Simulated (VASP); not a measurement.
Computed with PBE GGA with D4 dispersion, VASP's PBE PAW potentials (set 64) (plane waves; VASP).

A VASP calculation is set up with these files.

### KPOINTS
```
k-points along high-symmetry lines
15
Line-mode
Reciprocal
  0.000000   0.000000   0.000000 ! GAMMA
 -0.500000  -0.500000   0.000000 ! X

 -0.500000  -0.500000   0.000000 ! X
 -0.375000  -0.375000   0.250000 ! U

 -0.375000  -0.000000   0.375000 ! K
  0.000000   0.000000   0.000000 ! GAMMA

  0.000000   0.000000   0.000000 ! GAMMA
 -0.000000  -0.000000   0.500000 ! L

 -0.000000  -0.000000   0.500000 ! L
 -0.500000  -0.250000   0.250000 ! W

 -0.500000  -0.250000   0.250000 ! W
 -0.500000  -0.500000   0.000000 ! X
```

### INCAR
```
ALGO  =  Normal
EDIFF  =  1E-7
ENCUT  =  520
GGA  =  PE
ICHARG  =  11
ISMEAR  =  0
IVDW  =  13
LASPH  =  .True.
LCHARG  =  .False.
LORBIT  =  11
LREAL  =  .False.
LWAVE  =  .False.
NELM  =  100
PREC  =  Accurate
SIGMA  =  0.05
SYSTEM  =  BN
```

File POSCAR:
```
BN
1
    0.0000000000     1.8038114603     1.8038114603
    1.8038114603     0.0000000000     1.8038114603
    1.8038114603     1.8038114603     0.0000000000
B N
1 1
Direct
  0.0000000000   0.0000000000   0.0000000000
  0.2500000000   0.2500000000   0.2500000000
```

POTCAR, in this order: B N (PBE.64 set). Program: vasp_std. Read from the step before: CHGCAR.

The run wrote:

**OUTCAR**
```
 ion  position               nearest neighbor table
   1  0.000  0.000  0.000-   2 1.56   2 1.56   2 1.56   2 1.56
   2  0.250  0.250  0.250-   1 1.56   1 1.56   1 1.56   1 1.56
  LATTYP: Found a face centered cubic cell.
 ALAT       =     3.6076229206
 Subroutine PRICEL returns:
 Original cell was already a primitive cell.
 Subroutine GETGRP returns: Found 24 space group operations
The static configuration has the point symmetry T_d .
The dynamic configuration has the point symmetry T_d .
 Subroutine INISYM returns: Found 24 space group operations
   k-points           NKPTS =     90   k-points in BZ     NKDIM =     90   number of bands    NBANDS=      8
   number of dos      NEDOS =    301   number of ions     NIONS =      2
   total plane-waves  NPLWV =   8000
   dimension x,y,z NGX =    20 NGY =   20 NGZ =   20
   dimension x,y,z NGXF=    40 NGYF=   40 NGZF=   40
   ions per type =               1   1
   PREC   = accura    normal or accurate (medium, high low for compatibility)
   ISTART =      0    job   : 0-new  1-cont  2-samecut
   ICHARG =     11    charge: 1-file 2-atom 10-const
   ISPIN  =      1    spin polarized calculation?
   LNONCOLLINEAR =      F non collinear calculations
   LSORBIT =      F    spin-orbit coupling
   INIWAV =      1    electr: 0-lowe 1-rand  2-diag
   ENCUT  =  520.0 eV  38.22 Ry    6.18 a.u.   4.74  4.74  4.74*2*pi/ulx,y,z
   NELM   =    100;   NELMIN=  2; NELMDL= -5     # of ELM steps
   EDIFF  = 0.1E-06   stopping-criterion for ELM
   LREAL  =      F    real-space projection
   NLSPLINE    = F    spline interpolate recip. space projectors
   LMAXMIX     =    2 max onsite mixed and CHGCAR
   VOSKOWN=      0    Vosko Wilk Nusair interpolation
   EDIFFG = 0.1E-05   stopping-criterion for IOM
   NSW    =      0    number of steps for IOM
   NBLOCK =      1;   KBLOCK =      1    inner block; outer block
   IBRION =     -1    ionic relax: 0-MD 1-quasi-New 2-CG
   NFREE  =      0    steps in history (QN), initial steepest desc. (CG)
   ISIF   =      2    stress and relaxation
   ISYM   =      2    0-nonsym 1-usesym 2-fastsym
   TEIN   =    0.0    initial temperature
   TEBEG  =    0.0;   TEEND  =   0.0 temperature during run
...
```

### OSZICAR
```
       N       E                     dE             d eps       ncg     rms          rms(c)
DAV:   1     0.121100714970E+02    0.12110E+02   -0.53030E+03  1496   0.992E+02
DAV:   2    -0.152451096877E+02   -0.27355E+02   -0.25741E+02  1928   0.168E+02
DAV:   3    -0.154444015390E+02   -0.19929E+00   -0.19929E+00  1832   0.177E+01
DAV:   4    -0.154445550906E+02   -0.15355E-03   -0.15355E-03  1856   0.407E-01
DAV:   5    -0.154445551821E+02   -0.91455E-07   -0.91455E-07  1704   0.831E-03
DAV:   6    -0.154445551822E+02   -0.15723E-09   -0.15715E-09  1816   0.250E-04
   1 F= -.15923641E+02 E0= -.15923641E+02  d E =-.865493E-16
```

File OUTCAR:
```
 val. band max:        7.4785932532   @ k =   0.0000   0.0000   0.0000

 cond. band min:      11.9445273089   @ k =  -0.5000  -0.5000   0.0000



 k-point     1 :       0.0000    0.0000    0.0000
  band No.  band energies     occupation
      1     -12.8220      2.00000
      2       7.4786      2.00000
      3       7.4786      2.00000
      4       7.4786      2.00000
      5      16.3277      0.00000
      6      16.3277      0.00000
      7      16.3277      0.00000
      8      17.9279      0.00000

 k-point     2 :      -0.0357   -0.0357    0.0000
  band No.  band energies     occupation
      1     -12.7803      2.00000
      2       7.3642      2.00000
      3       7.3688      2.00000
      4       7.3688      2.00000
      5      16.2537      0.00000
      6      16.4725      0.00000
      7      16.4725      0.00000
      8      18.0618      0.00000

 k-point     3 :      -0.0714   -0.0714    0.0000
  band No.  band energies     occupation
      1     -12.6554      2.00000
      2       7.0360      2.00000
      3       7.0628      2.00000
      4       7.0628      2.00000
      5      16.0658      0.00000
      6      16.8831      0.00000
      7      16.8831      0.00000
      8      18.4070      0.00000

 k-point     4 :      -0.1071   -0.1071    0.0000
  band No.  band energies     occupation
      1     -12.4485      2.00000
      2       6.5308      2.00000
      3       6.6162      2.00000
      4       6.6162      2.00000
      5      15.8074      0.00000
      6      17.5023      0.00000
      7      17.5023      0.00000
      8      18.8541      0.00000

 k-point     5 :      -0.1429   -0.1429    0.0000
  band No.  band energies     occupation
      1     -12.1609      2.00000
      2       5.8913      2.00000
      3       6.0888      2.00000
      4       6.0888      2.00000
      5      15.4969      0.00000
      6      18.2682      0.00000
      7      18.2682      0.00000
      8      19.2803      0.00000
...
```

The density is held fixed in this step, so its total energy and stress have no physical meaning.

The compound is BN in the zinc blende structure. It was relaxed first.
